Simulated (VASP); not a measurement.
A run of VASP 6.6.1 is set up as follows.

INCAR

```
SYSTEM = P2W
  PREC = Accurate
  ENCUT = 520
  EDIFF = 1E-7
  ISMEAR = 1
  SIGMA = 0.15
  LREAL = .FALSE.
  LASPH = .TRUE.
  NELM = 80
  ALGO = Fast
  ISIF = 2
  LWAVE = .FALSE.
  LCHARG = .FALSE.
  GGA = PS
  NBANDS = 60
```

KPOINTS

```
regular mesh
0
G
  5 3 1
  0 0 0
```

Contents of POSCAR:

```
P2W
1.0
   -3.2249550000      0.0000000000      0.0000000000
    1.5683380000      4.4046640000      0.0000000000
    0.0000000000      0.0000000000    -24.9232760000
P W
8 4
Direct
    0.7884913248      0.7339075126      0.9638789459
    0.3807527003      0.9203528351      0.6932078271
    0.0650344979      0.2844114784      0.9436547186
    0.6456086210      0.4453579206      0.6762611384
    0.0900231320      0.3214138468      0.7916881392
    0.6184585610      0.4479876331      0.5180371152
    0.3459517163      0.8896792128      0.8489997864
    0.8942803489      0.0074434736      0.5698912535
    0.7770875659      0.7392918052      0.7640142492
    0.2912445045      0.8753995764      0.4932905690
    0.6458327633      0.4581548104      0.8793364083
    0.2099511680      0.5746535945      0.6026041280
```

Potentials or basis: VASP PAW PBE potentials, release 64 (P, W_sv).

Run with:

```sh
$ cat potpaw_PBE.64/P/POTCAR potpaw_PBE.64/W_sv/POTCAR > POTCAR
$ mpirun -np 1 vasp_std > vasp.out
```

Task: Predict the largest force.

Result: 3.157 eV/Å.

Task: Estimate the band gap on the k mesh.

Result: 0.02 eV, indirect (least direct gap 0.15 eV).

Forces in eV/Å, atoms in the order of the input:
```
P    0.129 -0.188  0.208
P    0.174 -0.101  0.602
P    0.072 -0.379 -0.863
P    0.092 -0.629  0.056
P    0.296 -0.024 -0.247
P    0.414  0.185  0.672
P   -0.187 -0.367  0.060
P    0.040 -0.041  0.197
W   -0.501  0.076 -0.495
W   -0.820 -0.215 -3.041
W   -0.062  0.886  2.877
W    0.353  0.797 -0.027
```

Caveat: the k mesh is coarse (spacing up to 0.48 Å⁻¹), so the values aren't converged; the PAW data sets were made with another functional, which shifts forces and pressure a little; spin-orbit coupling is left out, which moves the levels of the heavy elements. As with any semilocal functional, this PBEsol gap is likely too small.
